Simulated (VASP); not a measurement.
Runs of VASP 6.6.1 on CaHfI2. The structure is tetragonal, space group P4/mmm (No. 123). The conventional cell has a = 6.014 Å, b = 6.014 Å, c = 3.050 Å, α = 90.00°, β = 90.00°, γ = 90.00°. Ca (site symmetry 4/mmm) has 2 Ca at 3.05 Å and 8 I at 3.37 Å as nearest neighbours. Hf (site symmetry 4/mmm) is surrounded by 4 I at 3.01 Å and 2 Hf at 3.05 Å. Around I (site symmetry mmm) lie 2 Hf at 3.01 Å and 2 I at 3.05 Å and 4 Ca at 3.37 Å. The cell was built by a generator and needn't be a form met in nature.

```tsv
task	cell	k mesh	cutoff (eV)	gap on the mesh (eV)	pressure (GPa)	relaxed volume (Å³/atom)
single point	P4/mmm, 27.58 Å³/atom	4 × 4 × 6	520	none	(a)	-
single point	P4/mmm, 30.12 Å³/atom	8 × 8 × 12	520	none	-0.1	-
relaxation of cell and atoms	relaxed	8 × 8 × 12	600	none	0.0	30.06
single point	P4/mmm, 30.08 Å³/atom	4 × 4 × 6	520	none	-0.1	-
relaxation of cell and atoms	relaxed	4 × 4 × 6	600	none	-0.1	30.11
```

Alike in all rows: level PBE; potentials or basis VASP PAW PBE potentials, release 64 (Ca_sv, Hf_pv, I); no spin polarisation; smearing gaussian 0.1 eV.

Q: Estimate the missing entries.

A: (a) 7.0.

A k mesh can miss the band edges, and the runs leave out spin-orbit coupling on Hf, I.

A gap of «none» marks a metal or a gap under the smearing width.
